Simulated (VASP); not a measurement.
A VASP calculation is set up with these files.

### INCAR
```
SYSTEM = HoAs
PREC = Accurate
ENCUT = 400
EDIFF = 1E-6
NELM = 100
ALGO = Normal
LREAL = .FALSE.
LASPH = .TRUE.
ISMEAR = -1
SIGMA = 1.0
GGA = PE
LMAXMIX = 6
LWAVE = .FALSE.
LCHARG = .FALSE.
ISIF = 2
```

**POSCAR**
```
HoAs
1
    2.0463550000     1.1814640000     3.5023270000
   -2.0463550000     1.1814640000     3.5023270000
    0.0000000000    -2.3629270000     3.5023270000
Ho As
1 1
Direct
  0.7624000000   0.7624000000   0.7624000000
  0.2376000000   0.2376000000   0.2376000000
```

**KPOINTS**
```
Automatic mesh
0
Gamma
6 6 6
0 0 0
```

POTCAR, in this order: Ho_3 As (PBE.64 set). Program: vasp_std.

The resulting files:

### standard output
```
...
 LDA part: xc-table for (Slater+PW92), standard interpolation
 POSCAR, INCAR and KPOINTS ok, starting setup
 WAVECAR not read
 entering main loop
       N       E                     dE             d eps       ncg     rms          rms(c)
DAV:   1     0.395190685102E+02    0.39519E+02   -0.56988E+03   819   0.953E+02
DAV:   2    -0.101341969515E+02   -0.49653E+02   -0.45342E+02  1093   0.287E+02
DAV:   3    -0.134145820475E+02   -0.32804E+01   -0.31134E+01  1189   0.572E+01
DAV:   4    -0.134937568041E+02   -0.79175E-01   -0.74556E-01  1152   0.484E+00
DAV:   5    -0.134998764774E+02   -0.61197E-02   -0.58182E-02  1194   0.697E-01    0.202E+01
DAV:   6    -0.133745866868E+02    0.12529E+00   -0.38630E-01  1200   0.522E+00    0.124E+01
DAV:   7    -0.133879863055E+02   -0.13400E-01   -0.12365E-01  1256   0.346E+00    0.126E+00
DAV:   8    -0.133841781392E+02    0.38082E-02   -0.25278E-02  1183   0.129E+00    0.111E-01
DAV:   9    -0.133843295902E+02   -0.15145E-03   -0.15598E-03   887   0.218E-01    0.731E-02
DAV:  10    -0.133843940943E+02   -0.64504E-04   -0.56273E-04  1018   0.785E-02    0.240E-02
DAV:  11    -0.133844232796E+02   -0.29185E-04   -0.29251E-04  1101   0.372E-02    0.234E-02
DAV:  12    -0.133844409062E+02   -0.17627E-04   -0.18207E-04   604   0.130E-02    0.639E-03
DAV:  13    -0.133844523534E+02   -0.11447E-04   -0.11643E-04   637   0.137E-02    0.219E-03
DAV:  14    -0.133844602663E+02   -0.79130E-05   -0.79207E-05   577   0.102E-02    0.778E-04
DAV:  15    -0.133844662811E+02   -0.60148E-05   -0.60213E-05   577   0.755E-03    0.919E-04
DAV:  16    -0.133844717830E+02   -0.55018E-05   -0.55002E-05   568   0.474E-03    0.334E-04
DAV:  17    -0.133844763290E+02   -0.45461E-05   -0.45407E-05   559   0.368E-03    0.482E-04
DAV:  18    -0.133844801062E+02   -0.37772E-05   -0.37704E-05   526   0.283E-03    0.212E-04
DAV:  19    -0.133844831176E+02   -0.30114E-05   -0.30112E-05   532   0.230E-03    0.266E-04
DAV:  20    -0.133844856432E+02   -0.25256E-05   -0.25233E-05   532   0.196E-03    0.123E-04
DAV:  21    -0.133844883792E+02   -0.27360E-05   -0.27349E-05   505   0.160E-03    0.253E-04
DAV:  22    -0.133844906080E+02   -0.22288E-05   -0.22262E-05   499   0.148E-03    0.225E-04
DAV:  23    -0.133844924126E+02   -0.18047E-05   -0.18036E-05   487   0.104E-03    0.276E-04
DAV:  24    -0.133844940879E+02   -0.16753E-05   -0.16759E-05   487   0.103E-03    0.316E-04
DAV:  25    -0.133844955018E+02   -0.14139E-05   -0.14134E-05   487   0.778E-04    0.360E-04
DAV:  26    -0.133844969149E+02   -0.14131E-05   -0.14131E-05   487   0.810E-04    0.400E-04
DAV:  27    -0.133844982960E+02   -0.13811E-05   -0.13806E-05   478   0.589E-04    0.444E-04
DAV:  28    -0.133844995380E+02   -0.12420E-05   -0.12413E-05   478   0.660E-04    0.490E-04
DAV:  29    -0.133845006488E+02   -0.11108E-05   -0.11129E-05   460   0.534E-04    0.529E-04
DAV:  30    -0.133845017870E+02   -0.11381E-05   -0.11372E-05   451   0.568E-04    0.587E-04
DAV:  31    -0.133845028199E+02   -0.10330E-05   -0.10318E-05   424   0.419E-04    0.603E-04
DAV:  32    -0.133845037650E+02   -0.94508E-06   -0.94512E-06   415   0.434E-04

 -----------------------------------------------------------------------------
|                                                                             |
|           W    W    AA    RRRRR   N    N  II  N    N   GGGG   !!!           |
|           W    W   A  A   R    R  NN   N  II  NN   N  G    G  !!!           |
|           W    W  A    A  R    R  N N  N  II  N N  N  G       !!!           |
|           W WW W  AAAAAA  RRRRR   N  N N  II  N  N N  G  GGG   !            |
|           WW  WW  A    A  R   R   N   NN  II  N   NN  G    G                |
|           W    W  A    A  R    R  N    N  II  N    N   GGGG   !!!           |
|                                                                             |
|     Your highest band is occupied at some k-points! Unless you are          |
|     performing a calculation for an insulator or semiconductor, without     |
|     unoccupied bands, you have included TOO FEW BANDS!! Please increase     |
|     the parameter NBANDS in file INCAR to ensure that the highest band      |
|     is unoccupied at all k-points. It is always recommended to include      |
|     a few unoccupied bands to accelerate the convergence of                 |
|     molecular-dynamics runs (even for insulators or semiconductors),        |
|     since the presence of unoccupied bands improves wavefunction            |
|     prediction and helps to suppress 'band-crossings'.                      |
|                                                                             |
 -----------------------------------------------------------------------------

   1 F= -.13384504E+02 E0= -.11662411E+02  d E =-.344419E+01
```

### OUTCAR
```
------------------------ aborting loop because EDIFF is reached ----------------------------------------
  FORCE on cell =-STRESS in cart. coord.  units (eV):
  Direction    XX          YY          ZZ          XY          YZ          ZX
  --------------------------------------------------------------------------------------
  Total        1.1005860      1.1005861      0.1756182      0.0000000      0.0000000      0.0000000
  in kB       34.7076547     34.7076580      5.5382265      0.0000000      0.0000005      0.0000000
  external PRESSURE =      24.9845131 kB  Pullay stress =       0.0000000 kB
  volume of cell :       50.81
      direct lattice vectors                 reciprocal lattice vectors
     2.046355000  1.181464000  3.502327000     0.244336882  0.141067958  0.095174804
    -2.046355000  1.181464000  3.502327000    -0.244336882  0.141067958  0.095174804
     0.000000000 -2.362927000  3.502327000     0.000000000 -0.282135916  0.095174844
 POSITION                                       TOTAL-FORCE (eV/Angst)
 -----------------------------------------------------------------------------------
      0.00000      0.00000      8.01052         0.000000     -0.000000     -1.169068
      0.00000      0.00000      2.49646         0.000000      0.000000      1.169068
 -----------------------------------------------------------------------------------
    total drift:                               -0.000000      0.000000     -0.000055
  FREE ENERGIE OF THE ION-ELECTRON SYSTEM (eV)
  ---------------------------------------------------
  free  energy   TOTEN  =       -13.3845037650 eV

  energy  without entropy=       -9.9403180319  energy(sigma->0) =      -11.66241090
```
(Selected blocks of OUTCAR.)

Task: Read input and log: which fault does this run have?
(A) SIGMA is far too large
(B) a metal was run with a tiny SIGMA on a coarse mesh
(C) the lattice vectors form a left-handed set
(D) fractional coordinates stand under the word Cartesian

Result: A, SIGMA is far too large. The run ends without an error. Against the sound run, the energy per atom (σ→0) increases by 0.196 eV/atom; the pressure rises by 3.77 GPa; the largest force goes up by 0.179 eV/Å; the band gap drops by 0.04 eV.

To mend it, set ISMEAR = 0, set SIGMA = 0.05.

The mended run (PBE GGA, plane waves, VASP's PBE PAW potentials (set 64)) converges, and its OSZICAR ends with
```
   1 F= -.12055408E+02 E0= -.12055141E+02  d E =-.535398E-03
```

The structure was generated: HoAs was put into the alpha-GeTe type (R3m), which need not be its known phase. The cell was not relaxed at this level. VASP warned that the highest band is occupied, so more bands are needed. The 4f electrons are frozen in the core of the lanthanide potential, so 4f levels, which can set the real gap, and their magnetism are missing.
